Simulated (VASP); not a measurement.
# Ga2O with SCAN: from relaxation to properties, part 2 of 4

Aim: relax Ga2O, then compute properties on the relaxed cell. The cell is invented: other elements were put on sites of a known structure type. It may not be a known or stable phase.

VASP 6.6.1, plane waves and PAW; the level of theory is named at each step.

Still holding for the runs below: The k-mesh is coarse for a metal.

So far. Step 2 (Relaxing cell and atoms (SCAN)): It ends with forces that vanish by symmetry and a pressure of 0.04 GPa. The relaxed cell has a = 4.134, c = 3.062 Å (conventional setting).

**3. Single point with fields (SCAN)**

Level of this step: SCAN; plane waves and PAW (Ga_d, O); invented cell (VASP).

The relaxed cell gets a fresh self-consistent run, on a basis set for its own volume, to fix the density and to check the remaining stress.

Contents of INCAR:

```
SYSTEM = Ga2O
PREC = Accurate
ENCUT = 520
EDIFF = 1E-06
NELM = 100
ISMEAR = -1
SIGMA = 0.05
LREAL = .FALSE.
ALGO = Normal
METAGGA = SCAN
LASPH = .TRUE.
LORBIT = 11
LWAVE = .FALSE.
LCHARG = .TRUE.
ISIF = 2
LELF = .TRUE.
LVHAR = .TRUE.
```

Contents of POSCAR:

```
Ga2O
1.0
    4.1339776327      0.0000000000      0.0000000000
   -2.0669888163      3.5801296415      0.0000000000
    0.0000000000      0.0000000000      3.0622039246
Ga O
2 1
Direct
    0.6666666700      0.3333333300      0.5000000000
    0.3333333300      0.6666666700      0.5000000000
    0.0000000000      0.0000000000      0.0000000000
```

Contents of KPOINTS:

```
Automatic mesh
0
Gamma
6 6 6
0 0 0
```

The projector-augmented-wave data sets are Ga_d and O (PBE family, release 64).

Launch:

```sh
$ mpirun -np 1 vasp_std
```

The log of the run:

```text
[banner, memory and clock lines left out]
running    1 mpi-ranks, on    1 nodes
 distrk:  each k-point on    1 cores,    1 groups
 distr:  one band on    1 cores,    1 groups

 POSCAR found type information on POSCAR GaO
 POSCAR found :  2 types and       3 ions
 [... a notice as in an earlier step ...]

 LDA part: xc-table for (None), standard interpolation
 POSCAR, INCAR and KPOINTS ok, starting setup
 FFT: planning ... GRIDC
 FFT: planning ... GRID_SOFT
 FFT: planning ... GRID
 WAVECAR not read
 entering main loop
       N       E                     dE             d eps       ncg     rms          rms(c)
DAV:   1     0.170269339297E+03    0.17027E+03   -0.16439E+04  1160   0.301E+03
DAV:   2    -0.201311457537E+02   -0.19040E+03   -0.18219E+03  1224   0.478E+02
DAV:   3    -0.438206330431E+02   -0.23689E+02   -0.21518E+02  1284   0.131E+02
DAV:   4    -0.448263045454E+02   -0.10057E+01   -0.99896E+00  1312   0.256E+01
DAV:   5    -0.448486457543E+02   -0.22341E-01   -0.22331E-01  1308   0.358E+00    0.774E+00
DAV:   6    -0.385566964371E+02    0.62919E+01   -0.76500E+00  1524   0.338E+01    0.705E+00
DAV:   7    -0.382891602151E+02    0.26754E+00   -0.13445E+00  1640   0.181E+01    0.146E+00
DAV:   8    -0.380903456527E+02    0.19881E+00   -0.35177E-01  1316   0.656E+00    0.451E-01
DAV:   9    -0.381011795792E+02   -0.10834E-01   -0.42042E-02  1368   0.170E+00    0.310E-01
DAV:  10    -0.381005284210E+02    0.65116E-03   -0.57605E-03  1232   0.678E-01    0.101E-01
DAV:  11    -0.381004134908E+02    0.11493E-03   -0.76876E-04  1352   0.273E-01    0.386E-02
DAV:  12    -0.381004375490E+02   -0.24058E-04   -0.19883E-04  1184   0.116E-01    0.270E-02
DAV:  13    -0.381004438891E+02   -0.63401E-05   -0.21925E-05  1516   0.501E-02    0.397E-03
DAV:  14    -0.381004580980E+02   -0.14209E-04   -0.38677E-06  1172   0.177E-02    0.104E-03
DAV:  15    -0.381004610901E+02   -0.29922E-05   -0.20939E-07   632   0.620E-03    0.492E-04
DAV:  16    -0.381004616989E+02   -0.60883E-06   -0.41773E-08   572   0.237E-03
   1 F= -.38100462E+02 E0= -.38098475E+02  d E =-.397334E-02
```

It took 80 s on 1 MPI rank of AMD EPYC 9R14 (Zen 4), shared host; peak memory 0.15 GiB.

OUTCAR, selected parts (step 3):

```text
  LATTYP: Found a hexagonal cell.
 ALAT       =     4.1339776327
 C/A-ratio  =     0.7407403224

The static configuration has the point symmetry D_6h.

 Found     28 irreducible k-points:

   k-points           NKPTS =     28   k-points in BZ     NKDIM =     28   number of bands    NBANDS=     20

   dimension x,y,z NGX =    32 NGY =   32 NGZ =   24
   dimension x,y,z NGXF=    64 NGYF=   64 NGZF=   48

   ENCUT  =  520.0 eV  38.22 Ry    6.18 a.u.   7.69  7.69  5.69*2*pi/ulx,y,z

   NELECT =      32.0000    total number of electrons

 E-fermi :   4.5048

 k-point     1 :       0.0000    0.0000    0.0000
  band No.  band energies     occupation
    ...
     11     -10.9511      2.00000
     12      -4.9325      2.00000
     13       1.8610      2.00000
     14       1.8610      2.00000
     15       3.1853      2.00000
     16       4.6350      0.13773
     17       4.6356      0.13626
     18       5.2432      0.00000
     19      10.7634      0.00000
     20      12.6490      0.00000

 k-point     2 :       0.1667   -0.0000    0.0000
  band No.  band energies     occupation
    ...
     12      -4.8780      2.00000
     13       1.1520      2.00000
     14       1.3909      2.00000
     15       3.1817      2.00000
     16       3.2554      2.00000
     17       5.1794      0.00000
     18       7.9400      0.00000
     19      10.8593      0.00000
     20      11.9907      0.00000

  Total        0.2044175      0.2044175      0.0774607      0.0000000      0.0000000      0.0000000
  in kB        7.2264930      7.2264930      2.7383638      0.0000000      0.0000000      0.0000000
  external PRESSURE =       5.7304499 kB  Pullay stress =       0.0000000 kB

  energy-cutoff  :      520.00
  volume of cell :       45.32
      direct lattice vectors                 reciprocal lattice vectors
     4.133977633  0.000000000  0.000000000     0.241897777  0.139659747  0.000000000
    -2.066988816  3.580129642  0.000000000     0.000000000  0.279319494  0.000000000
     0.000000000  0.000000000  3.062203925     0.000000000  0.000000000  0.326562184

 POSITION                                       TOTAL-FORCE (eV/Angst)
 -----------------------------------------------------------------------------------
      2.06699      1.19338      1.53110         0.000000      0.000000      0.000000
     -0.00000      2.38675      1.53110        -0.000000     -0.000000      0.000000
      0.00000      0.00000      0.00000         0.000000      0.000000      0.000000
 -----------------------------------------------------------------------------------
    total drift:                               -0.000000      0.000000     -0.000000

  FREE ENERGIE OF THE ION-ELECTRON SYSTEM (eV)
  ---------------------------------------------------
  free  energy   TOTEN  =       -38.1004616989 eV

  energy  without entropy=      -38.0964883597  energy(sigma->0) =      -38.09847503

 total charge
# of ion       s       p       d       tot
------------------------------------------
    1        1.098   0.514   9.973  11.585
    2        1.098   0.514   9.973  11.585
    3        1.605   3.202   0.000   4.807
--------------------------------------------------
tot          3.801   4.231  19.945  27.977

[... 1 part as in an earlier step ...]

[... 7 further parts left out ...]
```

Numbers from this step:

| Item | Value |
| --- | --- |
| electronic steps | 16 |
| irreducible k points | 28 |
| free energy (TOTEN) | -38.10 eV |
| energy at zero smearing | -38.10 eV |
| Fermi energy | 4.505 eV |
| pressure | 0.5730 GPa |

Valence electrons inside each PAW sphere by angular momentum. Sphere charges, by row:

```tsv
atom	s (e)	p (e)	d (e)	tot (e)
Ga1	1.098	0.514	9.973	11.59
Ga2	1.098	0.514	9.973	11.59
O3	1.605	3.202	0	4.807
```

Electrostatic potential energy in the ab plane at fractional z = 0.500, with atoms of Ga within 0.2 Å of it. With pseudopotentials it is smooth inside the atoms' cores, unlike the true potential.

Ten even steps from '_' (-50 eV) to '@' (5 eV), each cell a mean:
```
@@@@@@@@%%##**##%%%%@@@@@@@@
@@@@@@%%**==--==##%%@@@@@@@@
@@@@##++::....--**%%@@@@@@@@
@@%%++::____..--##%%@@@@@@@@
%%##--..____::++%%%%%%%%%%%%
%%**--....::++####**++++**##
%%**==--==++####++--::::==##
%%%%######%%##++::____..==##
%%@@@@@@%%%%**--______::**%%
@@@@@@@@@@%%++::____::==%%@@
@@@@@@@@@@%%++--::--++##@@@@
@@@@@@@@@@%%##****##%%@@@@@@
@@@@@@@@@@%%%%%%%%%%@@@@@@@@
```
Columns run along a (4.1 Å; values clipped at the 3rd and 97th percentile), rows up along b (4.1 Å). Atoms in or near the plane, at fractional coordinates: Ga at (0.67, 0.33), Ga at (0.33, 0.67).

ELF in the ab plane at fractional z = 0.500, with atoms of Ga within 0.2 Å of it. It is the smooth field of the valence electrons, not physical close to the nuclei.

Ten even steps from '0' (0.03) to '9' (0.47), each cell a mean:
```
00137899862000
00357777752000
13563224652100
67633415775334
98614348886567
99622489986689
99756899853389
97667998321279
65446775172377
21124663123664
00003576556531
00003689986300
00015899984100
```
Columns run along a (4.1 Å), rows up along b (4.1 Å). Atoms in or near the plane, at fractional coordinates: Ga at (0.67, 0.33), Ga at (0.33, 0.67).

Valence density in the ab plane at fractional z = 0.500, with atoms of Ga within 0.2 Å of it. It is the smooth field of the valence electrons, not physical close to the nuclei.

Ten even steps from '0' (0 e/Å³) to '9' (15 e/Å³), each cell a mean:
```
00000000000000
00000110000000
00003541000000
00038951000000
00159830000000
00245300000000
00011000023200
00000000377410
00000002797300
00000002663100
00000001220000
00000000000000
00000000000000
```
Columns run along a (4.1 Å), rows up along b (4.1 Å). Atoms in or near the plane, at fractional coordinates: Ga at (0.67, 0.33), Ga at (0.33, 0.67).

In this run the pressure is 0.57 GPa, with stress components up to 0.72 GPa and forces up to 0.000 eV/Å, which can come from another mesh, basis or smearing than the relaxation's or from a relaxation that stopped early.

**4. Bands along the symmetry lines (SCAN)**

Levels along the symmetry lines show where the bands peak and cross; KPOINTS_OPT computes them in the converged potential.

INCAR, as its differences from that of step 3:

```diff
@@ -13,5 +13,2 @@
 LWAVE = .FALSE.
-LCHARG = .TRUE.
-ISIF = 2
-LELF = .TRUE.
-LVHAR = .TRUE.
+LCHARG = .FALSE.
```

POSCAR is that of step 3.

KPOINTS is that of step 3.

Contents of KPOINTS_OPT:

```
Line mode
16
Line-mode
Reciprocal
  0.00000000   0.00000000   0.00000000 GAMMA
  0.50000000   0.00000000   0.00000000 M

  0.50000000   0.00000000   0.00000000 M
  0.33333333   0.33333333   0.00000000 K

  0.33333333   0.33333333   0.00000000 K
  0.00000000   0.00000000   0.00000000 GAMMA

  0.00000000   0.00000000   0.00000000 GAMMA
  0.00000000   0.00000000   0.50000000 A

  0.00000000   0.00000000   0.50000000 A
  0.50000000   0.00000000   0.50000000 L

  0.50000000   0.00000000   0.50000000 L
  0.33333333   0.33333333   0.50000000 H

  0.33333333   0.33333333   0.50000000 H
  0.00000000   0.00000000   0.50000000 A

  0.50000000   0.00000000   0.50000000 L
  0.50000000   0.00000000   0.00000000 M

  0.33333333   0.33333333   0.00000000 K
  0.33333333   0.33333333   0.50000000 H
```

Launch:

```sh
$ mpirun -np 1 vasp_std
```

The log of the run:

```text
[... set-up lines as in an earlier step ...]
 entering main loop
       N       E                     dE             d eps       ncg     rms          rms(c)
[... 16 cycles as in an earlier step ...]
   1 F= -.38100462E+02 E0= -.38098475E+02  d E =-.397334E-02
 Start KPOINTS_OPT (optional k-point list driver)
k-point batch [1-28\144]
       N       E                     dE             ncg
DAV:   1    -0.722775816107E+03   -0.17515E+05     1156
DAV:   2    -0.615034943041E+04   -0.54276E+04     1224
DAV:   3    -0.680154848425E+04   -0.65120E+03     1300
DAV:   4    -0.683019863955E+04   -0.28650E+02     1324
DAV:   5    -0.683099943349E+04   -0.80079E+00     1340
DAV:   6    -0.683104711167E+04   -0.47678E-01     1576
DAV:   7    -0.683104822302E+04   -0.11113E-02     1444
DAV:   8    -0.683104825575E+04   -0.32730E-04     1192
DAV:   9    -0.683104825678E+04   -0.10360E-05      900
DAV:  10    -0.683104825690E+04   -0.11328E-06      844
[...]
k-point batch [141-144\144]
       N       E                     dE             ncg
DAV:   1     0.238466339775E+05   -0.55586E+04      160
DAV:   2     0.231084506202E+05   -0.73818E+03      168
DAV:   3     0.230332926978E+05   -0.75158E+02      180
DAV:   4     0.230307961771E+05   -0.24965E+01      180
DAV:   5     0.230307531404E+05   -0.43037E-01      180
DAV:   6     0.230307505118E+05   -0.26286E-02      232
DAV:   7     0.230307504862E+05   -0.25600E-04      184
DAV:   8     0.230307504859E+05   -0.27172E-06      120
```

Run time: 4.2 min. Hardware: 1 MPI rank; peak memory 0.17 GiB.

OUTCAR, selected parts (step 4):

```text
The static configuration has the point symmetry D_6h.

 Found     28 irreducible k-points:

   NELECT =      32.0000    total number of electrons

 E-fermi :   4.5048

[... 20 parts as in an earlier step ...]
```

Spin-orbit coupling is off here; it would split degenerate levels.

Electronic bands along the path, in eV, zero at the Fermi level; # counts the bands kept in this run:

```tsv
point	#2	#3	#4	#5	#6	#7
Γ	-2.64	-2.64	-1.32	0.13	0.13	0.74
0.47 of the way	-4.10	-3.40	-1.24	-1.19	1.02	4.24
M	-5.95	-4.04	-1.04	-0.36	1.74	3.78
0.47 of the way	-6.81	-3.01	-1.03	-0.42	0.57	5.24
K	-8.07	-1.60	-1.01	-0.68	-0.68	7.41
0.53 of the way	-4.88	-2.89	-1.42	-1.16	0.99	5.00
Γ	-2.64	-2.64	-1.32	0.13	0.13	0.74
0.47 of the way	-2.35	-2.35	-2.07	0.83	0.83	1.54
A	-2.60	-1.95	-1.95	-1.06	2.04	2.04
0.47 of the way	-3.72	-2.12	-2.03	-0.52	-0.28	1.09
L	-5.40	-4.23	-2.12	-1.04	0.30	0.69
0.47 of the way	-5.22	-4.06	-2.62	-2.55	1.23	1.45
H	-4.96	-4.27	-3.49	-3.49	1.88	1.88
0.53 of the way	-3.81	-2.18	-2.09	-1.65	0.10	1.47
A	-2.60	-1.95	-1.95	-1.06	2.04	2.04
jump to L	-5.40	-4.23	-2.12	-1.04	0.30	0.69
0.47 of the way	-5.55	-3.20	-1.78	-1.56	1.21	3.05
M	-5.95	-4.04	-1.04	-0.36	1.74	3.78
jump to K	-8.07	-1.60	-1.01	-0.68	-0.68	7.41
0.53 of the way	-6.98	-3.42	-1.30	-1.30	0.83	3.18
H	-4.96	-4.27	-3.49	-3.49	1.88	1.88
```

Of the projections kept (Ga, O), the largest for each band there, as a share of the weight inside these atoms' spheres; weight between the spheres isn't counted:

```tsv
point	#2	#3	#4	#5	#6	#7
Γ	O 0.91	O 0.91	O 0.95	Ga 1.00	Ga 1.00	Ga 1.00
M	Ga 0.95	O 0.60	O 0.99	O 0.83	Ga 0.53	Ga 0.93
K	Ga 0.89	Ga 0.90	O 0.99	O 0.79	O 0.79	Ga 0.93
Γ	O 0.91	O 0.91	O 0.95	Ga 1.00	Ga 1.00	Ga 1.00
A	Ga 0.89	O 0.98	O 0.98	O 0.81	Ga 1.00	Ga 1.00
L	Ga 0.71	O 0.63	O 0.96	Ga 0.50	Ga 1.00	Ga 0.97
```

The electronic bands as a text plot (rows in eV, shown from -8.0 to 7.4 only):

```
    7.1 |         **
    6.4 |           *                                     *
    5.8 |        *   *                                     *
    5.2 |             *
    4.5 |   *   *                                      *    *
    3.9 |  * ***       *                                **
    3.2 |                                             *      *
    2.6 | *             *                            *        *
    2.0 |     **                ***       ****   ** *   **     **
    1.3 |*  **  *        *  ****  **     *  ****** * ***      *
    0.7 | **         **** *****     *****     *    **        *
    0.0 |*       *  *    ***   *   **  *       **          **
   -0.6 |    *******            *  ***          *      *****
   -1.3 |*******************     ***  **       *****  ****  **
   -1.9 |         ***       *************     ***** ***   *   *
   -2.5 |*       *   *  **********  *   **   **   ***      *   *
   -3.2 | **    *     ***         ** *    ****  **  ***     **  *
   -3.8 |  *****       *            **   *******   *   ***    **
   -4.5 |   *                         ***  *                    *
   -5.1 |    *        *                *****       **           *
   -5.8 |     **     *                 ***           *****     *
   -6.4 |       *                           *      *          *
   -7.0 |        *  *                **      *      *        *
   -7.7 |         **                *         **     *     **
         Γ     M  K       Γ      A     L   H     A|L    M|K     H
```

At these settings, which differ from those of the relaxation, the cell is under a pressure of 0.6 GPa.

(Part 2 of 4 ends here.)

[Lines on the potential files, build, host, timing and source positions are cut from VASP's logs without a mark.]

[Logs are printed without paths, hosts, clocks, repeated set-up lines and the standing remarks that a program may print on its own settings, such as how far it seeks lower states.]

[Hosts, paths, dates, database ids (printed as entryN), source tags and the programs' standing remarks are cut or masked in the printed files.]

[A measured line is paired with the nearest computed mode of its activity, which favours agreement.]

[In band tables of VASP the shares of atoms and orbitals are scaled to a sum of 1 inside the atoms' spheres.]
